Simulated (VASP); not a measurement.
Calculation: LDA (Ceperley-Alder, Perdew-Zunger), VASP's LDA PAW potentials (set 64) (plane waves; VASP).

VASP ran on this input.

KPOINTS_OPT:
```
k-points along high-symmetry lines
8
Line-mode
Reciprocal
  0.000000   0.000000   0.000000 ! GAMMA
 -0.500000  -0.500000  -0.500000 ! T

 -0.500000  -0.500000  -0.500000 ! T
 -0.179145  -0.820855  -0.500000 ! H_2

  0.179145  -0.500000  -0.179145 ! H_0
  0.000000  -0.500000   0.000000 ! L

  0.000000  -0.500000   0.000000 ! L
  0.000000   0.000000   0.000000 ! GAMMA

  0.000000   0.000000   0.000000 ! GAMMA
  0.339573  -0.339573   0.000000 ! S_0

  0.000000  -0.660427  -0.339573 ! S_2
  0.000000  -0.500000  -0.500000 ! F

  0.000000  -0.500000  -0.500000 ! F
  0.000000   0.000000   0.000000 ! GAMMA
```

INCAR:
```
ALGO = Normal
LCHARG = F
EDIFF = 1E-6   # SCF stop (eV)
LWAVE = F
LREAL = F
PREC = Accurate
ISMEAR = -1
SYSTEM = InSe
ISIF = 2
SIGMA = 0.05   # width (eV)
ENCUT = 300   # plane-wave cut-off (eV)
LMAXMIX = 4
LASPH = T   # aspherical one-centre terms
NELM = 100
```

File POSCAR:
```
InSe
16.880
  0.1184834123   0.0684064573   0.5000000000
 -0.1184834123   0.0684064573   0.5000000000
  0.0000000000  -0.1368128555   0.5000000000
Se In
2 2
Direct
  0.6165000000   0.6165000000   0.6165000000
  0.8281000000   0.8281000000   0.8281000000
  0.0000000000   0.0000000000   0.0000000000
  0.1114000000   0.1114000000   0.1114000000
```

### KPOINTS
```
K-points
0
Gamma
  6 6 6
```

POTCAR, in this order: Se In_d (LDA.64 set). Program: vasp_std.

At this cut-off the stress carries a Pulay error, which pulls relaxed volumes low. Unless said otherwise, spin-orbit coupling is left out, though it shifts the bands of the heavy elements here.

Question: Estimate the energy per atom (σ→0), pressure, largest force, band gap (over mesh and band path).

Answer: 
```json
{
  "energy per atom (σ→0)": "-4159 meV/atom",
  "band gap (over mesh and band path)": "0.23 eV",
  "pressure": "-1.56 GPa",
  "largest_force": "0.252 eV/Å"
}
```

File OSZICAR:
```
...
DAV:   9    -0.166348205260E+02    0.75982E-03   -0.42198E-03  1795   0.405E-01    0.141E-01
DAV:  10    -0.166348110698E+02    0.94563E-05   -0.27470E-04  2301   0.160E-01    0.659E-02
DAV:  11    -0.166348249066E+02   -0.13837E-04   -0.71298E-05  1861   0.841E-02    0.153E-02
DAV:  12    -0.166348227383E+02    0.21683E-05   -0.79605E-06  1974   0.270E-02    0.101E-02
DAV:  13    -0.166348230115E+02   -0.27320E-06   -0.26857E-06  1484   0.134E-02
   1 F= -.16634823E+02 E0= -.16634666E+02  d E =-.313639E-03
       N       E                     dE             ncg
       N       E                     dE             ncg
```

The structure comes from a measured InSe entry of the Crystallography Open Database, whose conditions weren't checked. The cell was not relaxed at this level.
